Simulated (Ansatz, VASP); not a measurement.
# SiGe3 (Si0.25Ge0.75, diamond-type random alloy) in two plane-wave programs, part 2 of 2

Aim: how closely do two programs agree when they are given the same cell, functional and k mesh? The cell is invented: As first built, before any earlier steps moved the atoms (in the runner's words): 1x1x1 conventional cells of the Ge type (8 atoms: 2 Si, 6 Ge); Ge/Si share their sites, the best of 600 random draws by like-pair counts in two shells; start lattice by linear mixing of the end members' cells; atoms moved at random by 0.02 A. It may not be a known or stable phase. The two relaxations start from unlike cells of this crystal (the structure described is Ansatz's start), so only their ends are compared.

VASP 6.6.1 and Ansatz 0.2.0.

So far: The starting structure; VASP: relaxation of cell and atoms, PBE; Ansatz: relaxation of cell and atoms, PBE; Side by side.

## Step 5: Ansatz: relaxation of cell and atoms, LDA

Level of this step: Ansatz beside VASP: Kohn-Sham DFT, plane waves, LDA (Ansatz).

The relaxed volume is the usual yardstick between codes: in a stiff, nearly cubic crystal its relative difference is about their pressure difference at one cell divided by the bulk modulus.

The two relaxations start from unlike cells of this crystal (the structure described is Ansatz's start), so only their ends are compared.

File input.yaml:

```yaml
crystal:
  lattice:
    - [5.60014, 0.0, 0.0]
    - [0.0, 5.60014, 0.0]
    - [0.0, 0.0, 5.60014]
  atoms:
    - { symbol: Si, position: [0.25175, 0.2482, 0.75293] }
    - { symbol: Si, position: [0.50294, 0.49847, 0.50225] }
    - { symbol: Ge, position: [0.00137, 0.00128, 0.49556] }
    - { symbol: Ge, position: [0.25456, 0.75233, 0.24993] }
    - { symbol: Ge, position: [0.00126, 0.50121, 0.99893] }
    - { symbol: Ge, position: [0.49793, 0.00036, 0.99789] }
    - { symbol: Ge, position: [0.74828, 0.74586, 0.74903] }
    - { symbol: Ge, position: [0.7536, 0.25077, 0.25018] }
kpoints:
  mp_grid: { grid: [3, 3, 3] }
hamiltonian:
  xc: lda
scf:
  occupations: { method: fermi_dirac, width: 0.01 }
output:
  forces: true
  stress: true
relax:
  f_tol: 0.02
  max_steps: 45
  cell: { stress_tol: 0.1 }
```

Launch:

```console
$ ansatz run input.yaml --threads 8 --pin off --max-ram 15360MiB --backend cpu --events-out ev --progress --plain --runs-dir out
```

Numbers of over 12 decimals in the logs are rounded to 6 here.

The program printed:

```text
[...]
Crystal: 8 atoms, lattice volume = 175.629 Å³
Basis set: ecut = 420 eV, 3407 PW (Γ)
Bands: 56, of which v1, the nominal top of the filled ones, is band 46 counted from 1 (45 counted from 0)
Symmetry: 1 space group operations
[...]
k-points: 14 of 27 (time reversal used)
[...]
- { symbol: Si, position: [0.254041, 0.252379, 0.746976] }
    - { symbol: Si, position: [0.498844, 0.497186, 0.502162] }
    - { symbol: Ge, position: [0.00427326, 0.00266616, 0.502418] }
    - { symbol: Ge, position: [0.254299, 0.746984, 0.252490] }
    - { symbol: Ge, position: [0.00439623, 0.497025, 0.996715] }
    - { symbol: Ge, position: [0.498664, 0.00271185, 0.996701] }
    - { symbol: Ge, position: [0.748555, 0.746877, 0.746795] }
    - { symbol: Ge, position: [0.748618, 0.252651, 0.252443] }
[key lines of the parts left out:]
SCF converged after 5 iterations
Free energy (F): -26511.370258 eV
Fermi energy:    8.298490 eV
P = ⅓ Tr σ = 0.0017 GPa (0.017 kbar)
```

## Step 6: VASP: relaxation of cell and atoms, LDA

Its own start cell and the same functional (in two slightly different forms), mesh and smearing now go to VASP, with its own data sets.

File INCAR:

```
SYSTEM = SiGe3
PREC = Accurate
ENCUT = 500
EDIFF = 1E-07
NELM = 120
ISMEAR = -1
SIGMA = 0.01
LREAL = .FALSE.
ALGO = Normal
GGA = CA
NBANDS = 57
LORBIT = 11
LWAVE = .FALSE.
LCHARG = .FALSE.
ISIF = 3
IBRION = 2
NSW = 80
EDIFFG = -0.005
LASPH = .TRUE.
GGA_COMPAT = .FALSE.
NELMIN = 4
EFERMI = MIDGAP
KPAR = 2
```

File POSCAR:

```
SiGe3
1.0
    5.5583109400     -0.0015496815      0.0014764761
   -0.0015525795      5.5583001169      0.0012203425
    0.0014798445      0.0012211194      5.5582815493
Si Ge
2 6
Direct
    0.2540709446      0.2523935525      0.7469344538
    0.4988642609      0.4970881202      0.5021975633
    0.0042695121      0.0027490835      0.5024823940
    0.2543679433      0.7469629871      0.2526343972
    0.0045199802      0.4970218452      0.9966330011
    0.4985486174      0.0027380164      0.9966618194
    0.7484471880      0.7467902153      0.7467284097
    0.7486219747      0.2527347893      0.2524066160
```

File KPOINTS:

```
Automatic mesh
0
Gamma
3 3 3
0 0 0
```

Potentials, in the order of the species: Si and Ge_d (LDA family, release 64).

Launch:

```console
$ mpirun -np 2 vasp_std
```

The program printed:

```text
[banner, memory and clock lines left out]
running    2 mpi-ranks, on    1 nodes
[...]
LDA part: xc-table for (Slater(with rela. corr.)+CA(PZ))
 , standard interpolation
 POSCAR, INCAR and KPOINTS ok, starting setup
[...]
entering main loop
       N       E                     dE             d eps       ncg     rms          rms(c)
DAV:   1     0.106771201939E+04    0.10677E+04   -0.41705E+04  1940   0.393E+03
DAV:   2     0.167699387173E+03   -0.90001E+03   -0.86474E+03  1596   0.104E+03
DAV:   3    -0.269786698946E+02   -0.19468E+03   -0.18869E+03  1721   0.246E+02
DAV:   4    -0.432499830008E+02   -0.16271E+02   -0.16089E+02  1901   0.787E+01
[...]
DAV:  13    -0.428518244406E+02   -0.73199E-06   -0.14791E-05  1974   0.119E-01    0.293E-03
DAV:  14    -0.428518252011E+02   -0.76052E-06   -0.80256E-06  1830   0.289E-02    0.161E-03
DAV:  15    -0.428518252793E+02   -0.78217E-07   -0.93493E-07  1373   0.156E-02
   1 F= -.42851825E+02 E0= -.42851825E+02  d E =-.428518E+02
[...]
N       E                     dE             d eps       ncg     rms          rms(c)
DAV:   1    -0.428526781733E+02   -0.85297E-03   -0.12437E-02  2118   0.130E+00    0.172E-01
DAV:   2    -0.428520499461E+02    0.62823E-03   -0.11272E-03  2025   0.377E-01    0.872E-02
DAV:   3    -0.428518431949E+02    0.20675E-03   -0.40076E-04  2150   0.204E-01    0.219E-02
DAV:   4    -0.428518318244E+02    0.11370E-04   -0.38860E-05  1913   0.900E-02    0.122E-02
DAV:   5    -0.428518295909E+02    0.22334E-05   -0.10715E-05  1990   0.115E-01    0.432E-03
DAV:   6    -0.428518296883E+02   -0.97341E-07   -0.28967E-06  1744   0.521E-02    0.197E-03
DAV:   7    -0.428518298370E+02   -0.14872E-06   -0.15239E-06  1509   0.115E-02    0.734E-04
DAV:   8    -0.428518297911E+02    0.45882E-07   -0.13982E-07   919   0.101E-02
   2 F= -.42851830E+02 E0= -.42851830E+02  d E =-.451182E-05
 trial-energy change:   -0.000005  1 .order   -0.000022   -0.000054    0.000010
 step:   0.4426(harm=  0.8368)  dis= 0.00006  next Energy=   -42.851836 (dE=-0.104E-04)
 reached required accuracy - stopping structural energy minimisation
```

From OUTCAR (step 6):

```text
  Total        0.0105026      0.0106006      0.0108137     -0.0016921     -0.0028283      0.0014506
  in kB        0.0980839      0.0989988      0.1009895     -0.0158030     -0.0264134      0.0135473
  external PRESSURE =       0.0993574 kB  Pullay stress =       0.0000000 kB

 POSITION                                       TOTAL-FORCE (eV/Angst)
 -----------------------------------------------------------------------------------
      1.41249      1.40315      4.15109        -0.000436      0.000320     -0.000180
      2.77187      2.76214      2.79180         0.000991      0.000690      0.000370
      0.02443      0.01596      2.79210         0.001560      0.000020      0.000172
      1.41267      4.15038      1.40522        -0.001282     -0.000139     -0.001119
      0.02579      2.76318      5.53854         0.000065     -0.000965      0.000353
      2.77174      0.01596      5.53871         0.000692     -0.000454      0.000655
      4.15889      4.14970      4.15144        -0.000491      0.000641     -0.000402
      4.15967      1.40354      1.40393        -0.001098     -0.000112      0.000150
 -----------------------------------------------------------------------------------
    total drift:                               -0.000493     -0.000650      0.000346

  FREE ENERGIE OF THE ION-ELECTRON SYSTEM (eV)
  ---------------------------------------------------
  free  energy   TOTEN  =       -42.8518297911 eV

  energy  without entropy=      -42.8518297911  energy(sigma->0) =      -42.85182979

[... 2 parts as in an earlier step ...]

[... 2 further parts left out ...]
[key lines of the parts left out:]
E-fermi :   5.4334
```

## Step 7: Side by side

What differs besides the data sets and the points named for the pairs above, as far as they apply: the two LDA forms differ slightly; VASP's log shows a relativistic correction to its local exchange, Ansatz's none. Total energies have different zeros and are not compared.

Both answers:

| quantity | Ansatz | VASP | difference |
| --- | --- | --- | --- |
| volume (Å³) | 171.48 | 171.56 | -0.05 % |
| edge a after relaxation, in the typed setting (Å) | 5.556 | 5.556 | -0.01 % |

## Step 8: Summary of results

| Item | Value |
| --- | --- |
| difference in volume (relaxation of cell and atoms, PBE) | 0.20 % |
| difference in volume (relaxation of cell and atoms, LDA) | -0.046 % |

**Reading.** The difference in volume is 0.20 % (relaxation of cell and atoms, PBE), within the 1.2 % picked in this series as the mark of a large difference, as far as the stopping tolerances let one tell. How closely two codes agree says nothing of how well the functional describes the real material.

[Lines on the potential files, build, host, timing and source positions are cut from VASP's logs without a mark.]

[Logs are printed without paths, hosts, clocks, repeated set-up lines and the standing remarks that a program may print on its own settings, such as how far it seeks lower states.]

[Hosts, paths, dates, database ids (printed as entryN), source tags and the programs' standing remarks are cut or masked in the printed files.]
